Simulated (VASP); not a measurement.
A convergence study with VASP on HfN: one setting is varied, all else stays as given below, so the limit is that of these other settings.

```
CELL_PARAMETERS angstrom
      3.18014     0.00000     0.00000
     -3.18014     3.18014     0.00000
      0.00000     0.00000    20.74601
ATOMIC_POSITIONS crystal
  Hf 0.00000 0.00000 0.44581
  Hf 0.00000 0.50000 0.33741
  Hf 0.00000 0.00000 0.66259
  Hf 0.00000 0.50000 0.55420
  N  0.00000 0.00000 0.33741
  N  0.00000 0.50000 0.44581
  N  0.00000 0.00000 0.55420
  N  0.00000 0.50000 0.66259
```

All values below come from PBEsol GGA, VASP's PBE PAW potentials (set 64) (plane waves; VASP). The tightest run used: 400 eV cut-off, 27×27×1 Γ-centred mesh, Fermi-Dirac smearing of 0.10 eV, potentials Hf_pv N.

**Question.** The settings run are 3×3×1 mesh; 4×4×1 mesh; 5×5×1 mesh; 6×6×1 mesh; 7×7×1 mesh; 8×8×1 mesh; 9×9×1 mesh; 11×11×1 mesh; 12×12×1 mesh; 14×14×1 mesh; 17×17×1 mesh; 20×20×1 mesh; 23×23×1 mesh; 27×27×1 mesh. From which on does the largest force stay within 0.01 eV/Å of the tightest run?

**Answer.** From 17×17×1 mesh on: it is off by 0.000 there and by no more than 0.01 in any finer run, while 14×14×1 mesh is off by 0.014.
| setting | E (eV/atom) | largest force (eV/Å) | irreducible k-points | difference judged (eV/Å) |
|---|---|---|---|---|
| 3×3×1 mesh | -11.1659 | 1.071 | 3 | 0.451 |
| 4×4×1 mesh | -11.1860 | 1.747 | 6 | 0.226 |
| 5×5×1 mesh | -11.1811 | 1.412 | 6 | 0.109 |
| 6×6×1 mesh | -11.1801 | 1.560 | 10 | 0.038 |
| 7×7×1 mesh | -11.1821 | 1.497 | 10 | 0.024 |
| 8×8×1 mesh | -11.1776 | 1.511 | 15 | 0.010 |
| 9×9×1 mesh | -11.1818 | 1.568 | 15 | 0.047 |
| 11×11×1 mesh | -11.1774 | 1.529 | 21 | 0.008 |
| 12×12×1 mesh | -11.1797 | 1.528 | 28 | 0.007 |
| 14×14×1 mesh | -11.1793 | 1.535 | 36 | 0.014 |
| 17×17×1 mesh | -11.1792 | 1.522 | 45 | 0.000 |
| 20×20×1 mesh | -11.1793 | 1.522 | 66 | 0.000 |
| 23×23×1 mesh | -11.1793 | 1.520 | 78 | 0.002 |
| 27×27×1 mesh | -11.1792 | 1.521 | 105 | 0.000 |

VASP warned of too few bands at 3×3×1 mesh; 4×4×1 mesh; 5×5×1 mesh; 7×7×1 mesh; 8×8×1 mesh; 11×11×1 mesh; 12×12×1 mesh; 14×14×1 mesh; 17×17×1 mesh; 20×20×1 mesh; 23×23×1 mesh; 27×27×1 mesh.

Left out are rungs that failed or repeat a setting and relaxations that didn't move; long series are thinned to 24 rows.

The cell is a sheet or thin cut with vacuum, built from a generated structure. VASP warned that the highest band is occupied, so more bands are needed.
